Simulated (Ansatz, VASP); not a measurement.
## Cross-check of Ba2SeO between VASP and Ansatz

One calculation is typed for both programs; each brings its own data sets. How far apart do they land? The cell is invented: As first built, before any earlier steps moved the atoms (in the runner's words): it takes the MgSe structure with some of its atoms replaced by other elements, volume scaled by an estimate. It may not be a known or stable phase. The cell is taken from a series of VASP runs on this material, whose earlier steps may have relaxed, scaled or displaced it; both programs get it as it stands. Valence electrons are named where the data sets of a main pair hold unlike numbers.

Program: Ansatz 0.2.0. Level of theory: plane waves, with VASP 6.6.1 beside it; relaxation of cell and atoms at PBE. Results are calculated unless marked as measured.

## Step 1: Starting point

It takes space group P1 (No. 1, triclinic). The conventional cell has a = 4.449 Å, b = 4.697 Å, c = 6.466 Å, α = 89.05°, β = 89.84°, γ = 89.74°. Nearest to Ba lie 1 O at 2.48 Å and 4 Se at 3.23 to 3.30 Å. Nearest to Ba lie 2 O at 2.57 Å and 2 Se at 3.26 to 3.37 Å. Nearest to Se lie 6 Ba at 3.23 to 3.37 Å. O has 3 Ba at 2.48 to 2.57 Å nearest. As first built, before any earlier steps moved the atoms (in the runner's words): sites of the MgSe structure (space group 225) filled with other elements, volume scaled by an estimate. Farther neighbours and most contacts between anions are not listed.

Structure file:

```
Ba Se O
1.0
     4.44911   -0.01328    0.00728
    -0.00713    4.69661   -0.03935
     0.00769   -0.05322    6.46603
Ba Se O
2 1 1
Cartesian
  2.2273 2.2697 3.6091
  4.4445 0.6386 0.0447
  0.0106 4.5836 3.1683
  2.2272 1.7908 6.0411
```

## Step 2: VASP: relaxation of cell and atoms, PBE

The relaxed volume is the usual yardstick between codes: in a stiff, nearly cubic crystal its relative difference is about their pressure difference at one cell divided by the bulk modulus.

Lines of VASP's logs that name or quote its potential files are left out, and so is its time.

The input, INCAR:

```
SYSTEM = Ba2SeO
PREC = Accurate
ENCUT = 520
EDIFF = 1E-06
NELM = 100
ISMEAR = 0
SIGMA = 0.05
LREAL = .FALSE.
ALGO = Normal
GGA = PE
NBANDS = 22
LORBIT = 11
LWAVE = .FALSE.
LCHARG = .FALSE.
KPAR = 2
IBRION = 2
NSW = 60
ISIF = 3
EDIFFG = -0.01
```

The input, POSCAR:

```
Ba2SeO
1.0
    4.4491078038     -0.0132849651      0.0072843460
   -0.0071346092      4.6966112291     -0.0393518313
    0.0076913891     -0.0532218560      6.4660279982
Ba Se O
2 1 1
Direct
    0.5004342722      0.4910410221      0.5605874019
    0.9991693973      0.1388632078      0.0066352502
    0.0031006815      0.9815616847      0.4959688211
    0.4995966490      0.3933170854      0.9361155269
```

The input, KPOINTS:

```
Automatic mesh
0
Gamma
5 4 3
0 0 0
```

The projector-augmented-wave data sets are Ba_sv, Se and O (PBE family, release 64).

Command:

```sh
$ mpirun -np 2 vasp_std
```

Numbers of over 12 decimals in the logs are rounded to 6 here.

Log:

```text
[banner, memory and clock lines left out]
running    2 mpi-ranks, on    1 nodes
 distrk:  each k-point on    1 cores,    2 groups
 distr:  one band on    1 cores,    1 groups

 POSCAR found type information on POSCAR BaSeO
 POSCAR found :  3 types and       4 ions
 LDA part: xc-table for (Slater+PW92), standard interpolation
 POSCAR, INCAR and KPOINTS ok, starting setup
 FFT: planning ... GRIDC
 FFT: planning ... GRID_SOFT
 FFT: planning ... GRID
 WAVECAR not read
 entering main loop
       N       E                     dE             d eps       ncg     rms          rms(c)
DAV:   1     0.218319078937E+03    0.21832E+03   -0.13747E+04  1364   0.125E+03
DAV:   2    -0.722051255661E+01   -0.22554E+03   -0.21417E+03  1920   0.243E+02
DAV:   3    -0.243738437005E+02   -0.17153E+02   -0.17024E+02  1836   0.731E+01
DAV:   4    -0.249148485153E+02   -0.54100E+00   -0.54044E+00  2154   0.114E+01
DAV:   5    -0.249203466676E+02   -0.54982E-02   -0.54971E-02  1688   0.115E+00    0.117E+01
DAV:   6    -0.210073015944E+02    0.39130E+01   -0.22092E+01  1606   0.217E+01    0.745E+00
DAV:   7    -0.207622599903E+02    0.24504E+00   -0.24207E+00  1706   0.889E+00    0.310E+00
DAV:   8    -0.207098066190E+02    0.52453E-01   -0.29905E-01  1700   0.371E+00    0.813E-01
DAV:   9    -0.207269509029E+02   -0.17144E-01   -0.40230E-02  1934   0.117E+00    0.275E-01
DAV:  10    -0.207323618384E+02   -0.54109E-02   -0.79053E-03  1800   0.568E-01    0.174E-01
DAV:  11    -0.207334447711E+02   -0.10829E-02   -0.50508E-03  1834   0.381E-01    0.799E-02
DAV:  12    -0.207336213583E+02   -0.17659E-03   -0.81249E-04  1736   0.191E-01    0.207E-02
DAV:  13    -0.207336419754E+02   -0.20617E-04   -0.13271E-04  1730   0.639E-02    0.162E-02
DAV:  14    -0.207336482808E+02   -0.63054E-05   -0.98487E-05  1718   0.533E-02    0.152E-02
DAV:  15    -0.207336438803E+02    0.44005E-05   -0.22266E-05  1740   0.284E-02    0.274E-03
DAV:  16    -0.207336441153E+02   -0.23501E-06   -0.27297E-06  1378   0.776E-03
   1 F= -.20733644E+02 E0= -.20733644E+02  d E =-.207336E+02
[... from here on, the cycles between the ionic steps are left out ...]
   2 F= -.20735358E+02 E0= -.20735358E+02  d E =-.171371E-02
   3 F= -.20735359E+02 E0= -.20735359E+02  d E =-.171451E-02
   4 F= -.20736129E+02 E0= -.20736129E+02  d E =-.770333E-03
   5 F= -.20736809E+02 E0= -.20736809E+02  d E =-.145053E-02
   6 F= -.20737481E+02 E0= -.20737481E+02  d E =-.671484E-03
   7 F= -.20738402E+02 E0= -.20738402E+02  d E =-.159273E-02
   8 F= -.20739348E+02 E0= -.20739348E+02  d E =-.946392E-03
   9 F= -.20740260E+02 E0= -.20740260E+02  d E =-.185790E-02
  10 F= -.20740727E+02 E0= -.20740727E+02  d E =-.467113E-03
  11 F= -.20740728E+02 E0= -.20740728E+02  d E =-.467930E-03
  12 F= -.20740922E+02 E0= -.20740922E+02  d E =-.194601E-03
  13 F= -.20740922E+02 E0= -.20740922E+02  d E =-.194265E-03
  14 F= -.20741028E+02 E0= -.20741028E+02  d E =-.106316E-03
  15 F= -.20741089E+02 E0= -.20741089E+02  d E =-.166888E-03
 curvature:  -3.70 expect dE=-0.684E-04 dE for cont linesearch -0.118E-06
 trial: gam= 0.10568 g(F)=  0.989E-05 g(S)=  0.863E-05 ort = 0.243E-05 (trialstep = 0.190E+01)
 search vector abs. value=  0.211E-04
 bond charge predicted
       N       E                     dE             d eps       ncg     rms          rms(c)
DAV:   1    -0.207411457521E+02   -0.57232E-04   -0.83750E-03  1364   0.565E-01    0.383E-02
DAV:   2    -0.207411269567E+02    0.18795E-04   -0.23679E-04  1736   0.968E-02    0.200E-02
DAV:   3    -0.207411136959E+02    0.13261E-04   -0.19262E-05  1768   0.292E-02    0.786E-03
DAV:   4    -0.207411116924E+02    0.20035E-05   -0.64555E-06  1736   0.167E-02    0.220E-03
DAV:   5    -0.207411118347E+02   -0.14236E-06   -0.41192E-07  1030   0.387E-03
  16 F= -.20741112E+02 E0= -.20741112E+02  d E =-.229649E-04
 trial-energy change:   -0.000023  1 .order   -0.000023   -0.000036   -0.000011
 step:   2.6951(harm=  2.6951)  dis= 0.00092  next Energy=   -20.741114 (dE=-0.253E-04)
 reached required accuracy - stopping structural energy minimisation
```

OUTCAR, selected parts (step 2):

```text
ion  position               nearest neighbor table
   1  0.500  0.491  0.561-   4 2.48   3 3.23   3 3.23   3 3.27   3 3.30   2 4.01   2 4.03   2 4.50
                             2 4.51   2 4.71   2 4.72
   2  0.999  0.139  0.007-   4 2.57   4 2.57   3 3.26   3 3.37   1 4.01   1 4.03   1 4.50   1 4.51
                             1 4.71   1 4.72
   3  0.003  0.982  0.496-   1 3.23   1 3.23   2 3.26   1 3.27   1 3.30   2 3.37
   4  0.500  0.393  0.936-   1 2.48   2 2.57   2 2.57

  LATTYP: Found a triclinic cell.
 ALAT       =     4.6967815051
 B/A-ratio  =     1.3767409866
 C/A-ratio  =     0.9472728498
 COS(alpha) =     0.0028512300
 COS(beta)  =     0.0045186095
 COS(gamma) =     0.0166103985

 Subroutine GETGRP returns: Found  1 space group operations
 (whereof  1 operations were pure point group operations)

The static configuration has the point symmetry C_1 .

 Found     31 irreducible k-points:

   k-points           NKPTS =     31   k-points in BZ     NKDIM =     31   number of bands    NBANDS=     22

   dimension x,y,z NGX =    36 NGY =   36 NGZ =   48
   dimension x,y,z NGXF=    72 NGYF=   72 NGZF=   96

   ENCUT  =  520.0 eV  38.22 Ry    6.18 a.u.   8.27  8.73 12.02*2*pi/ulx,y,z

   NELECT =      32.0000    total number of electrons

 k-points in reciprocal lattice and weights: Automatic mesh
   0.00000000  0.00000000  0.00000000       0.017
   0.20000000 -0.00000000 -0.00000000       0.033
   0.40000000  0.00000000 -0.00000000       0.033
   0.00000000  0.25000000  0.00000000       0.033
   0.20000000  0.25000000 -0.00000000       0.033
   0.40000000  0.25000000  0.00000000       0.033
  -0.40000000  0.25000000  0.00000000       0.033
  -0.20000000  0.25000000  0.00000000       0.033
   0.00000000  0.50000000  0.00000000       0.017
[...]
-0.40000000 -0.25000000  0.33333333       0.033
  -0.20000000 -0.25000000  0.33333333       0.033

 average (electrostatic) potential at core
       1 -37.6280       2 -37.8328       3 -55.5698       4 -72.0734

 E-fermi :   0.9260

 k-point     1 :       0.0000    0.0000    0.0000
  band No.  band energies     occupation
    ...
     12      -0.1208      2.00000
     13      -0.0500      2.00000
     14       0.1329      2.00000
     15       0.3167      2.00000
     16       0.6661      2.00000
     17       2.7501      0.00000
     18       3.1789      0.00000
     19       5.1236      0.00000
     20       5.1269      0.00000
     21       5.3585      0.00000
    ...

 k-point     2 :       0.2000   -0.0000   -0.0000
  band No.  band energies     occupation
    ...
     12      -0.1590      2.00000
     13      -0.0857      2.00000
     14      -0.0428      2.00000
     15       0.0094      2.00000
     16       0.1813      2.00000
     17       3.2226      0.00000
     18       3.9313      0.00000
     19       4.5620      0.00000
     20       5.1253      0.00000
     21       5.4694      0.00000
    ...

 k-point     3 :       0.4000    0.0000   -0.0000
  band No.  band energies     occupation
    ...
     12      -0.5881      2.00000
     13      -0.2731      2.00000
     14      -0.0096      2.00000
     15       0.0297      2.00000
     16       0.2319      2.00000
     17       3.8044      0.00000
     18       4.2053      0.00000
     19       4.7053      0.00000
     20       5.2256      0.00000
     21       5.8649      0.00000
    ...

  Total       -0.0084774     -0.0095462      0.0005345      0.0025475     -0.0047864     -0.0007233
  in kB       -0.0987202     -0.1111664      0.0062244      0.0296656     -0.0557378     -0.0084231
  external PRESSURE =      -0.0678874 kB  Pullay stress =       0.0000000 kB

  energy-cutoff  :      520.00
  volume of cell :      137.58
      direct lattice vectors                 reciprocal lattice vectors
     4.438961539 -0.003382192  0.000219500     0.225277791 -0.000156040  0.000094598
     0.003272359  4.740408264  0.026457164     0.000160796  0.210958854 -0.001195139
    -0.002720025  0.037045112  6.538615356    -0.000008213 -0.000853596  0.152942411

 POSITION                                       TOTAL-FORCE (eV/Angst)
 -----------------------------------------------------------------------------------
      2.22087      2.38783      3.69422         0.002895      0.000094      0.001256
      0.00428      0.59863      0.03699        -0.002575     -0.004030      0.000900
      0.00331      4.74160      3.28434        -0.000123      0.000505     -0.002167
      2.22183      1.84610      6.11040        -0.000197      0.003432      0.000011
 -----------------------------------------------------------------------------------
    total drift:                                0.000056      0.000011     -0.000036

  FREE ENERGIE OF THE ION-ELECTRON SYSTEM (eV)
  ---------------------------------------------------
  free  energy   TOTEN  =       -20.7411118347 eV

  energy  without entropy=      -20.7411118347  energy(sigma->0) =      -20.74111183

 reached required accuracy - stopping structural energy minimisation

 total charge
# of ion       s       p       d       tot
------------------------------------------
    1        2.016   5.601   0.352   7.969
    2        2.009   5.597   0.332   7.938
    3        1.435   2.452   0.004   3.891
    4        1.566   3.351   0.000   4.917
--------------------------------------------------
tot          7.027  17.001   0.687  24.715

[... 3 further parts left out ...]
```

Harder data sets than Ba_sv exist (the GW ones), and pressures, volumes and forces can shift noticeably with them.

(Continued in part 2 of 2.)

[Lines on the potential files, build, host, timing and source positions are cut from VASP's logs without a mark.]

[Logs are printed without paths, hosts, clocks, repeated set-up lines and the standing remarks that a program may print on its own settings, such as how far it seeks lower states.]

[Hosts, paths, dates, database ids (printed as entryN), source tags and the programs' standing remarks are cut or masked in the printed files.]
